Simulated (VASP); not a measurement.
Crystal: BeRu.

```xyz
2
Lattice="2.2883 0.0000 0.0000 0.0000 2.2883 0.0000 0.0000 0.0000 3.7829" Properties=species:S:1:pos:R:3 pbc="T T T"
Be    1.1442    1.1442    0.0000
Ru    1.1442    1.1442    1.8915
```

The cell was built by a generator and needn't be a form met in nature.

```yaml
Program: VASP 6.6.1
Task: relaxation of cell and atoms
Functional: PBE
Potentials_or_basis: VASP PAW PBE potentials, release 64 (Be, Ru_pv)
Cutoff: 600 eV
k_mesh: 11 × 11 × 7
Occupations: methfessel-paxton, width 0.2 eV
Spin: no spin polarisation
```

At the start: pressure 96.4 GPa; volume 9.90 Å³/atom.

**Question.** Where does the relaxation end?

**Answer.** Over 9 steps the energy falls by 951.5 meV/atom and the volume is 13.68 Å³/atom (+38.2 %); space group P4/mmm (No. 123, to 0.05 Å).

Step by step:
| step | energy change (eV) | largest force (eV/Å) | pressure (GPa) | volume (Å³) |
| --- | --- | --- | --- | --- |
| 1 | 0.0000 | 0.0000 | 96.44 | 19.81 |
| 2 | -0.1150 | 0.0000 | -26.09 | 42.08 |
| 3 | -1.8737 | 0.0000 | -4.82 | 28.28 |
| 4 | -1.8817 | 0.0000 | -2.50 | 27.81 |
| 5 | -1.8829 | 0.0000 | -1.25 | 27.57 |
| 6 | -1.9024 | 0.0000 | 0.43 | 27.28 |
| 7 | -1.9030 | 0.0000 | 0.16 | 27.33 |
| 8 | -1.9030 | 0.0000 | 0.16 | 27.32 |
| 9 | -1.9030 | 0.0000 | -0.11 | 27.37 |

Final structure:
```
CELL_PARAMETERS angstrom
2.47303 0.00000 0.00000
0.00000 2.47303 0.00000
0.00000 0.00000 4.47478
ATOMIC_POSITIONS crystal
Be 0.50000 0.50000 0.00000
Ru 0.50000 0.50000 0.50000
```

Caveat: the volume moved by over 15 % at a fixed basis, so the end points are rough.
